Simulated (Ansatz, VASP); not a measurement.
**Ta2H2W2CNO2F2 (Ta2N(OH)2 MXene under W2CF2 MXene, AB): VASP beside Ansatz**

Aim: how closely do two programs agree when they are given the same cell, functional and k mesh? The structure shown is the start of the Ansatz relaxation below; VASP solves that cell, so the two are compared at the walk's first step.

Program: Ansatz 0.2.0. Level of theory: plane waves, with VASP 6.6.1 beside it; single point at PBE with D3(BJ). Results are calculated unless marked as measured.

## (1) The starting structure

The cell holds 12 atoms: 2 H, 2 O, 2 Ta, 1 N, 2 F, 2 W and 1 C. Cell: a = 3.140 Å, b = 3.140 Å, c = 58.399 Å, α = 90.0°, β = 90.0°, γ = 120.0°. Vacuum lies along c.

## (2) Ansatz: relaxation, PBE with D3(BJ)

Ansatz runs on its default PAW (the set named soft_2) files.

The two programs are compared at the cell with which this relaxation starts, whose forces are those of its first step.

The input, input.yaml:

```yaml
crystal:
  lattice:
    - [3.139994, 0.0, 0.0]
    - [-1.569997, 2.7193145717, 0.0]
    - [0.0, 0.0, 58.3992836999]
  atoms:
    - { symbol: H, position: [0.3333333333, 0.6666666667, 0.3827101736] }
    - { symbol: O, position: [0.3333333333, 0.6666666667, 0.3994912013] }
    - { symbol: Ta, position: [0.6666666667, 0.3333333333, 0.4203156205], spin: 1.0 }
    - { symbol: "N", position: [0.0, 0.0, 0.4416294645] }
    - { symbol: Ta, position: [0.3333333333, 0.6666666667, 0.4629433085], spin: 1.0 }
    - { symbol: O, position: [0.6666666667, 0.3333333333, 0.4837677277] }
    - { symbol: H, position: [0.6666666667, 0.3333333333, 0.5005487554] }
    - { symbol: F, position: [0.6666666667, 0.3333333333, 0.5433574997] }
    - { symbol: W, position: [0.0, 0.0, 0.5592069189] }
    - { symbol: C, position: [0.3333333333, 0.6666666667, 0.5803236631] }
    - { symbol: W, position: [0.6666666667, 0.3333333333, 0.6014404072] }
    - { symbol: F, position: [0.0, 0.0, 0.6172898264] }
  periodic: [true, true, false]
magnetization:
  spin_polarized: true
kpoints:
  mp_grid: { grid: [12, 12, 1] }
hamiltonian:
  xc: pbe
  dispersion: d3bj
scf:
  occupations: { method: fermi_dirac, width: 0.05 }
  convergence: { dr2_threshold: 1.0e-09 }
relax:
  f_tol: 0.004
  max_steps: 90
  cell: {}
output:
  write_potential: true
  write_density: true
  volumetric_format: npy
```

Launch:

```
$ ansatz run input.yaml --threads 4 --pin off --max-ram 12288MiB --backend cpu --events-out ev --progress --plain --runs-dir out
```

Numbers of over 12 decimals in the logs are rounded to 6 here.

What it wrote:

```text
Warning: relax.cell: scf.convergence.dr2_threshold = 1e-9 eV is looser than the 2.13653891042e-10 eV advised for a relaxation that steers and ends on the stress (1e-10 eV for each atom of the cell: 12, times the square of relax.cell.stress_2d_tol = 0.05 N/m over 23.7 Å (the atoms' height at the walk's start and 5 Å past either face), 2.110e-2 GPa, over a crystal's default 0.05). What an SCF threshold leaves in a stress goes as its square root, and in the free energy as the threshold itself, and one threshold admits the most on a small cell: [figures from the program's tests cut] Set scf.convergence.dr2_threshold to 2.13653891042e-10 eV or tighter. [rest of the remark cut]
Engine: ansatz 0.2.0, x86_64-unknown-linux-gnu
Pseudopotentials: kind: paw
Pseudopotential: H, paw, valence charge 1, recommended cutoff 420 eV (normal), H.paw.azcp
Pseudopotential: O, paw, valence charge 6, recommended cutoff 420 eV (normal), O.paw.azcp
Pseudopotential: Ta, paw, valence charge 13, recommended cutoff 420 eV (normal), Ta.paw.azcp
Pseudopotential: N, paw, valence charge 5, recommended cutoff 420 eV (normal), N.paw.azcp
Pseudopotential: F, paw, valence charge 7, recommended cutoff 420 eV (normal), F.paw.azcp
Pseudopotential: W, paw, valence charge 14, recommended cutoff 420 eV (normal), W.paw.azcp
Pseudopotential: C, paw, valence charge 4, recommended cutoff 420 eV (normal), C.paw.azcp
Functional definition: PBE
  parameter kappa = 0.804
  parameter beta = 0.066725
  exchange = pbe_x(kappa = kappa, mu = beta*pi^2/3)
  correlation = pbe_c(beta = beta)
Crystal: 12 atoms, lattice volume = 498.650 Å³
Basis set: ecut = 420 eV, 9675 PW (Γ), exchange–correlation on 48×48×800 points (8 copies of the dense FFT grid, shifted against one another)
Bands: 59, of which v1, the nominal top of the filled ones, is band 46 counted from 1 (45 counted from 0)
Symmetry: 6 space group operations
Space group: P3m1 (ITA 156), of the structure as read, at distance tolerance 7.9e-5 Å
Magnetic group: BNS 156.49 (UNI 1279), of the structure as read, at distance tolerance 7.9e-5 Å
k-points: 19 of 144 (time reversal used)
Non-local potential: H, projectors of the file, l = 0: 2, l = 1: 1
Non-local potential: O, projectors of the file, l = 0: 2, l = 1: 2, l = 2: 1
Non-local potential: Ta, projectors of the file, l = 0: 3, l = 1: 2, l = 2: 2, l = 3: 1
Non-local potential: N, projectors of the file, l = 0: 2, l = 1: 2, l = 2: 1
Non-local potential: F, projectors of the file, l = 0: 2, l = 1: 2, l = 2: 1
Non-local potential: W, projectors of the file, l = 0: 3, l = 1: 2, l = 2: 2, l = 3: 1
Non-local potential: C, projectors of the file, l = 0: 2, l = 1: 2, l = 2: 1
PAW form: soft (Blöchl's): semilocal exchange-correlation on the pseudo side does not see the compensation charge
PAW one-centre angular grid: H, 110 points (default); XC on 64 Gauss nodes
PAW one-centre angular grid: O, 110 points (default); XC on 64 Gauss nodes
PAW one-centre angular grid: Ta, 590 points (default); XC on 64 Gauss nodes
PAW one-centre angular grid: N, 110 points (default); XC on 64 Gauss nodes
PAW one-centre angular grid: F, 110 points (default); XC on 64 Gauss nodes
PAW one-centre angular grid: W, 590 points (default); XC on 64 Gauss nodes
PAW one-centre angular grid: C, 110 points (default); XC on 64 Gauss nodes
Starting moments: Σ|m| = 2 μB on 2 of 12 sites
Initial wavefunctions: pseudopotential atomic-orbital guess
Functional: x = pbe(κ = 0.804, μ = 0.219515), c = pbe(β = 0.066725)
SCF iter   1: F=—  HF=-44059.299505 eV  |F-HF|=—  |Δ(HF+E_count)|=         —  Δρ=3.56e-2 (↑3.56e-2 ↓3.44e-2)  dr2=4.53e1  dr2_m=9.16e-2  M=1.026 μB ∫|m|=1.056 μB  β_m=0.30  ethr=3.10e-3  ⟨swp⟩=13.8  Hψ=15254  notcnv=0  defer=9
Mixer restart at iter 1: flushing history
preconditioner: auto → LDOS  [metal: Δε(μ)=0.009 eV  Ē_g=10.640 eV  σ=0.050 eV  W_gap=0.04  n_scr=38 (ndim 8)  ℏωp=11.9 eV  f_vac=0.720  D(μ)=8.62/eV (n_scr^D=32)]
spin=Collinear: LDOS preconditioning applied to the charge; magnetization (m = ρ↑ − ρ↓) channel mixes plain (no charge-response kernel on spin).
SCF iter   2: F=—  HF=-44054.082536 eV  |F-HF|=—  |Δ(HF+E_count)|=    5.22e0  Δρ=2.30e-2 (↑2.30e-2 ↓2.21e-2)  dr2=2.09e1  dr2_m=5.33e-2  M=0.957 μB ∫|m|=0.992 μB  β_m=0.51  ethr=3.10e-3  ⟨swp⟩=4.5  Hψ=5047  notcnv=0  defer=89
[...]
WARN: The output density's exchange-correlation potential varies sharply where the density is thin. Do not read a vacuum level from v_tot or v_xc, or from such a field of the output density. On a cell that repeats whose density bears no net charge and no dipole along the vacuum's axis use v_es (v_loc + v_h of the components); under efield.dipole_correction with no amplitude use v_es + v_field, which holds any externa [...]
SCF converged after 15 iterations
an eigenvalue changed by more than its tolerance at an iteration that met the thresholds in force, so the SCF went on 2 times, its first undamped step at iteration 10: the last check found none over its tolerance
Magnetization: -0.0000 μB (45.5000 up, 45.5000 down)
Absolute magnetization: 0.0000 μB (∫|ρ↑−ρ↓|, with the PAW one-centre terms)
Spin contamination: 0.0000 ħ² per cell (⟨S²⟩ above its minimum at these occupations)
Per-site moments (μB) at R_I (Å): [(-2.7737615127088814e-10, 0.404353), (-8.20844555459359e-11, 0.404353), (1.2703484819856916e-10, 0.884122), (2.5063658169412953e-10, 0.884122), (1.8077816035640906e-10, 0.892343), (3.904396716475459e-10, 0.413778), (-2.461210485330941e-10, 0.413778), (1.2651623218871398e-10, 0.640641), (5.720228653521608e-9, 0.864938), (-4.0872584562916815e-10, 0.864938), (-7.343849181593888e-9, 0.869372), (-6.394493353716842e-10, 0.963695)]
Free energy (F): -44055.513724 eV
Harris-Foulkes:  -44055.513724 eV  (|F-HF|=8.22e-10)
Internal energy: -44055.474995 eV  (E = F + TS)
E sigma→0 (E₀):  -44055.494360 eV
Entropy (-TS):   -0.038729 eV (-3.227 meV/atom)
Fermi energy:    -3.510874 eV
--- Per-component energies (eV) ---
  E_band       = -2344.566313
  E_kinetic    = 2657.889474
  E_local      = -815580.107474  (includes V_loc(G=0)·N_el)
  E_nonlocal   = 353.320521
  E_hartree    = 406186.532813
  E_xc         = -1404.708218
  E_vxc        = -1438.689304  (∫ρ·V_xc dr)
  E_paw        = -34865.741781  (= ΣΔE_a)
  E_vpaw       = -710.050037  (= ΣTr[D̂ρ^β])
  E_aug_tail   = 0.007023  (compensation charges beyond the density's cutoff)
  E_ewald      = 398599.836774
  E_disp       = -2.504127  (pairwise vdW)
  E_smearing   = -0.038729  (= −TS)
  E_closure    = -0.000000  (closes the sum)
  Σ components = -44055.513724   (vs F -44055.513724, Δ=0.00e0)
--- Forces (eV/Å), atoms counted from 1 ---
  atom   1  H     -0.00000000     0.00000000     0.00017818
  atom   2  O      0.00000000     0.00000000     0.00022520
  atom   3  Ta    -0.00000000    -0.00000000    -0.00090921
  atom   4  N     -0.00000000     0.00000000    -0.00007347
  atom   5  Ta     0.00000000     0.00000000     0.00137696
  atom   6  O      0.00000000    -0.00000000    -0.00103830
  atom   7  H      0.00000000    -0.00000000    -0.00002626
  atom   8  F      0.00000000     0.00000000     0.00025452
  atom   9  W      0.00000000    -0.00000000    -0.00003407
  atom  10  C      0.00000000    -0.00000000     0.00022063
  atom  11  W     -0.00000000     0.00000000    -0.00020967
  atom  12  F      0.00000000    -0.00000000     0.00003695
  max |Σ_I F_I| component: 1.46e-6 eV/Å
--- 2D stress c σ (N/m, compression-positive) ---
        0.022182      -0.000000      -0.000000
       -0.000000       0.022182      -0.000000
       -0.000000      -0.000000       0.000000
  P = ½ c Tr σ = 0.0222 N/m
--- Band table (eV; the first three rows and the last of 38) ---
  k-point 0 ↑: bands = [... 42 lower, -5.7033, -5.7033, -4.2941, -4.1002, -3.8514, -3.6767, -3.4017, -2.8117, ... 9 higher]
  k-point 1 ↑: bands = [... 42 lower, -5.8569, -5.5244, -4.1132, -4.0099, -3.6608, -3.5362, -3.1760, -3.0377, ... 9 higher]
  k-point 2 ↑: bands = [... 42 lower, -6.2255, -5.0629, -4.1360, -3.9079, -3.4293, -3.3873, -2.9149, -2.7773, ... 9 higher]
  k-point 18 ↓: bands = [... 42 lower, -5.6206, -4.9969, -4.8796, -4.4096, -2.5643, -2.2672, -1.5874, -1.5575, ... 9 higher]
  the weakly bound empty levels are not read free of the cell's end (no_gap_told)
--- Relaxed structure (18 steps of the walk, 18 accepted, 2 SCFs on fresh bases) ---
  F+E_penalty+E_count = -44055.51372435 eV   max|allowed force component| = 1.377e-3 eV/Å   (the final SCF, on the basis selected at the relaxed cell)
  cell:  # Å, volume = 541.3556 Å³
    - [3.271691, 0, 0]
    - [-1.635845, 2.833367, 0]
    - [0, 0, 58.3992836999]
  atoms:
    - { symbol: H, position: [0.333333, 0.666667, 0.391165] }
    - { symbol: O, position: [0.333333, 0.666667, 0.407950] }
    - { symbol: Ta, position: [0.666667, 0.333333, 0.429999] }
    - { symbol: N, position: [-1.0716310258545027e-17, -1.8503717076816678e-17, 0.447343] }
    - { symbol: Ta, position: [0.333333, 0.666667, 0.465397] }
    - { symbol: O, position: [0.666667, 0.333333, 0.486448] }
    - { symbol: H, position: [0.666667, 0.333333, 0.503624] }
    - { symbol: F, position: [0.666667, 0.333333, 0.530218] }
    - { symbol: W, position: [-1.6071027177796205e-17, -1.850371707681823e-17, 0.557141] }
    - { symbol: C, position: [0.333333, 0.666667, 0.572728] }
    - { symbol: W, position: [0.666667, 0.333333, 0.588735] }
    - { symbol: F, position: [-1.8099616334497593e-17, -1.850371707681822e-17, 0.612276] }
```

[end of part 1 of 2]

[Lines on the potential files, build, host, timing and source positions are cut from VASP's logs without a mark.]

[Logs are printed without paths, hosts, clocks, repeated set-up lines and the standing remarks that a program may print on its own settings, such as how far it seeks lower states.]

[Hosts, paths, dates, database ids (printed as entryN), source tags and the programs' standing remarks are cut or masked in the printed files.]
